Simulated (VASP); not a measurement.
WSe2:

```
W Se
1.0
     3.31665    0.00000    0.00000
    -1.65832    2.87230    0.00000
     0.00000    0.00000   13.39414
W Se
2 4
Direct
  0.33333 0.66667 0.25000
  0.66667 0.33333 0.75000
  0.33333 0.66667 0.62317
  0.66667 0.33333 0.12317
  0.33333 0.66667 0.87683
  0.66667 0.33333 0.37683
```

The cell isn't the ideal one: a relaxed cell with its volume scaled by 1.04.

```yaml
Program: VASP 6.6.1
Task: relaxation of shape and atoms at fixed volume
Functional: PBEsol
Potentials_or_basis: VASP PAW PBE potentials, release 64 (W_sv, Se)
Cutoff: 600 eV
k_mesh: 9 × 9 × 2
Occupations: gaussian, width 0.03 eV
Spin: no spin polarisation
```

At the start: pressure -5.1 GPa; volume 21.27 Å³/atom.

Task: Where does the relaxation end?

Result: Over 8 steps the energy falls by 11.8 meV/atom; space group P6_3/mmc (No. 194, to 0.05 Å).

The path:
```tsv
step	energy change (eV)	largest force (eV/Å)	pressure (GPa)
1	0.0000	0.6304	-5.08
2	-0.0401	0.0629	-2.58
3	-0.0401	0.0615	-2.57
4	-0.0594	0.0281	-1.76
5	-0.0705	0.0235	-0.47
6	-0.0705	0.0253	-0.42
7	-0.0706	0.0150	-0.59
8	-0.0706	0.0055	-0.51
```

Final structure:
```cif
data_structure
_symmetry_space_group_name_H-M 'P 1'
_symmetry_Int_Tables_number 1
_cell_length_a 3.2796
_cell_length_b 3.2796
_cell_length_c 13.6985
_cell_angle_alpha 90.000
_cell_angle_beta 90.000
_cell_angle_gamma 120.000
_cell_volume 127.60
loop_
_atom_site_label
_atom_site_type_symbol
_atom_site_fract_x
_atom_site_fract_y
_atom_site_fract_z
_atom_site_occupancy
W1 W 0.33333 0.66667 0.25000 1
W2 W 0.66667 0.33333 0.75000 1
Se1 Se 0.33333 0.66667 0.62773 1
Se2 Se 0.66667 0.33333 0.12773 1
Se3 Se 0.33333 0.66667 0.87227 1
Se4 Se 0.66667 0.33333 0.37227 1
```

Caveat: the PAW data sets were made with another functional, which shifts forces and pressure a little; this functional lacks dispersion, which binds the layers, so the pressure and a relaxed spacing across them are unreliable.
